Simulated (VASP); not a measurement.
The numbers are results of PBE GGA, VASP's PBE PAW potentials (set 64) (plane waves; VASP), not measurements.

VASP input:

POSCAR:
```
PtS2
6.056550
  0.2949314971  -0.5108363497   0.0000000000
  0.2949314971   0.5108363497   0.0000000000
  0.0000000000   0.0000000000   0.9999999712
Pt S
1 2
Cart
  0.0000000000   0.0000000000   0.0000000000
  0.2949314971   0.1702791238   0.2026287561
  0.2949314971  -0.1702791238   0.7973712151
```

### INCAR
```
# general
SYSTEM =PtS2
PREC   =Accurate
ENCUT  =520   # plane-wave cut-off (eV)
LREAL  =.False.   # projection in real space or not
LASPH  =.True.   # aspherical one-centre terms

# electronic loop
EDIFF  =1E-6   # SCF stop (eV)
NELM   =100
ALGO   =Normal
LMAXMIX=6   # l cut-off of mixed one-centre charges

# smearing
ISMEAR =0
SIGMA  =0.05   # width (eV)

# functional
GGA    =PE   # PBE

# output
LWAVE  =.True.
LCHARG =.False.
```

### KPOINTS
```
Automatic mesh
0
Gamma
  6 6 4
0 0 0
```

POTCAR, in this order: Pt S (PBE.64 set). Program: vasp_std.

Output of the run:

OSZICAR:
```
       N       E                     dE             d eps       ncg     rms          rms(c)
DAV:   1     0.120901936307E+03    0.12090E+03   -0.10180E+04   720   0.127E+03
DAV:   2    -0.108421411474E+02   -0.13174E+03   -0.12808E+03   930   0.241E+02
DAV:   3    -0.167582663910E+02   -0.59161E+01   -0.58932E+01   916   0.567E+01
DAV:   4    -0.168386484162E+02   -0.80382E-01   -0.80362E-01   946   0.706E+00
DAV:   5    -0.168406587190E+02   -0.20103E-02   -0.20101E-02   972   0.105E+00    0.176E+01
DAV:   6    -0.157242460278E+02    0.11164E+01   -0.79065E+00   734   0.289E+01    0.115E+01
DAV:   7    -0.154851302283E+02    0.23912E+00   -0.14274E+00   755   0.131E+01    0.554E+00
DAV:   8    -0.154683611082E+02    0.16769E-01   -0.95397E-02   881   0.223E+00    0.121E+00
DAV:   9    -0.154628859926E+02    0.54751E-02   -0.16026E-02   874   0.142E+00    0.264E-01
DAV:  10    -0.154631714510E+02   -0.28546E-03   -0.23587E-03   965   0.351E-01    0.796E-02
DAV:  11    -0.154632170700E+02   -0.45619E-04   -0.68924E-05   940   0.779E-02    0.462E-02
DAV:  12    -0.154632225995E+02   -0.55295E-05   -0.13210E-05   930   0.330E-02    0.151E-02
DAV:  13    -0.154632240199E+02   -0.14203E-05   -0.30694E-06   851   0.134E-02    0.473E-03
DAV:  14    -0.154632243117E+02   -0.29187E-06   -0.36039E-07   717   0.493E-03
   1 F= -.15463224E+02 E0= -.15463224E+02  d E =-.361519E-15
```

OUTCAR:
```
------------------------ aborting loop because EDIFF is reached ----------------------------------------
  FORCE on cell =-STRESS in cart. coord.  units (eV):
  Direction    XX          YY          ZZ          XY          YZ          ZX
  --------------------------------------------------------------------------------------
  Total        0.0268951      0.0268951      0.0108786      0.0000000     -0.0000000      0.0000000
  in kB        0.6436876      0.6436876      0.2603593      0.0000000     -0.0000000      0.0000000
  external PRESSURE =       0.5159115 kB  Pullay stress =       0.0000000 kB
  volume of cell :       66.94
      direct lattice vectors                 reciprocal lattice vectors
     1.786267359 -3.093905894  0.000000000     0.279913305 -0.161608018  0.000000000
     1.786267359  3.093905894  0.000000000     0.279913305  0.161608018  0.000000000
     0.000000000  0.000000000  6.056549826     0.000000000  0.000000000  0.165110505
 POSITION                                       TOTAL-FORCE (eV/Angst)
 -----------------------------------------------------------------------------------
      0.00000      0.00000      0.00000        -0.000000      0.000000      0.000000
      1.78627      1.03130      1.22723        -0.000000      0.000000     -0.023081
      1.78627     -1.03130      4.82932         0.000000     -0.000000      0.023081
 -----------------------------------------------------------------------------------
    total drift:                               -0.000000      0.000000      0.000000
  FREE ENERGIE OF THE ION-ELECTRON SYSTEM (eV)
  ---------------------------------------------------
  free  energy   TOTEN  =       -15.4632243117 eV

  energy  without entropy=      -15.4632243117  energy(sigma->0) =      -15.46322431
```
(Selected blocks of OUTCAR.)

### OUTCAR
```
 val. band max:        3.8890121066   @ k =  -0.0000   0.1667   0.2500

 cond. band min:       5.5232019378   @ k =   0.0000   0.3333   0.2500


 Fermi energy:         4.1573902642

 k-point     1 :       0.0000    0.0000    0.0000
  band No.  band energies     occupation
      1     -10.3503      2.00000
      2      -8.0439      2.00000
      3      -1.8709      2.00000
      4      -1.8709      2.00000
      5      -1.7099      2.00000
      6       0.8128      2.00000
      7       0.8128      2.00000
      8       2.6780      2.00000
      9       3.3871      2.00000
     10       3.3871      2.00000
     11       3.5800      2.00000
     12       6.8081      0.00000
     13       6.8082      0.00000
     14       9.2768      0.00000
     15       9.6796      0.00000

 k-point     2 :       0.1667   -0.0000    0.0000
  band No.  band energies     occupation
      1     -10.0198      2.00000
      2      -8.1345      2.00000
      3      -1.7743      2.00000
      4      -1.6702      2.00000
      5      -1.3870      2.00000
      6       0.2463      2.00000
      7       0.5962      2.00000
      8       1.9096      2.00000
      9       3.4225      2.00000
     10       3.4296      2.00000
     11       3.8070      2.00000
     12       5.7633      0.00000
     13       6.5170      0.00000
     14      10.3993      0.00000
     15      10.5696      0.00000

 k-point     3 :       0.3333    0.0000    0.0000
  band No.  band energies     occupation
      1      -9.2208      2.00000
      2      -8.3137      2.00000
      3      -1.8810      2.00000
      4      -1.3456      2.00000
      5      -0.9290      2.00000
      6      -0.3724      2.00000
      7       0.6408      2.00000
      8       1.5195      2.00000
      9       2.5038      2.00000
     10       2.7674      2.00000
     11       3.1457      2.00000
     12       5.8993      0.00000
     13       6.5414      0.00000
     14       9.5583      0.00000
     15      11.3512      0.00000
...
```

Without a dispersion term in the relaxation, distances and binding between the weakly bound layers, chains or molecules are unreliable, and so is what depends on them. Unless said otherwise, spin-orbit coupling is left out, though it shifts the bands of the heavy elements here.

The compound is PtS2 in the 1T layered structure. It was relaxed first, which changed the volume by +22 %.
